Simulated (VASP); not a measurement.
Method: PBE GGA, VASP's PBE PAW potentials (set 64) (plane waves; VASP 6.6.1).

The input files of a VASP run:

File KPOINTS:
```
Automatic
0
Gamma
  1 1 1
```

### INCAR
```
# general
SYSTEM  = TiSb
PREC    = Accurate
ENCUT   = 400
LREAL   = .FALSE.
LASPH   = .TRUE.

# electronic loop
EDIFF   = 1E-6
NELM    = 100
ALGO    = Normal
LMAXMIX = 4

# smearing
ISMEAR  = 1
SIGMA   = 0.1

# functional
GGA     = PE

# ions
ISIF    = 2

# output
LWAVE   = .FALSE.
LCHARG  = .FALSE.
```

File POSCAR:
```
TiSb
7.0779240
 -0.2725527994   0.2725527994   0.9227296026
  0.2725527994  -0.2725527994   0.9227296026
  0.2725527994   0.2725527994  -0.9227296026
Ti Sb
2 2
Cart
  0.0000000000  -0.0000000000   1.3840944040
  0.0000000000   0.2725527994   0.0000000000
  0.0000000000  -0.0000000000   0.3063462281
 -0.0000000000   0.2725527994   0.7677110294
```

POTCAR, in this order: Ti_sv Sb (PBE.64 set). Program: vasp_std.

Predict the energy per atom (σ→0), pressure, largest force.

* **energy per atom (σ→0)**: -4437 meV/atom
* **pressure**: -14.6 kbar
* **largest force**: 1.686 eV/Å

**OSZICAR**
```
...
DAV:  10    -0.177381405734E+02   -0.12693E-01   -0.52782E-02    50   0.154E+00    0.220E-01
DAV:  11    -0.177380146144E+02    0.12596E-03   -0.69366E-03    60   0.575E-01    0.169E-01
DAV:  12    -0.177378249722E+02    0.18964E-03   -0.29953E-03    55   0.364E-01    0.648E-02
DAV:  13    -0.177378203242E+02    0.46479E-05   -0.11843E-04    60   0.744E-02    0.566E-02
DAV:  14    -0.177377509182E+02    0.69406E-04   -0.17046E-04    50   0.802E-02    0.264E-02
DAV:  15    -0.177377414304E+02    0.94878E-05   -0.83610E-05    60   0.431E-02    0.103E-02
DAV:  16    -0.177377414552E+02   -0.24802E-07   -0.83269E-06    47   0.194E-02
   1 F= -.17737741E+02 E0= -.17746966E+02  d E =0.276732E-01
```

The structure was generated: TiSb was put into the NbAs type (I4_1md), which need not be its known phase. The cell was not relaxed at this level. The k-mesh is coarse (spacing up to 2.30 per Å, 2π included), so the numbers may not be converged in it. The run is one of a series of settings (KPOINTS 1×1×1 Γ-centred mesh against the base run), some of them coarse on purpose.
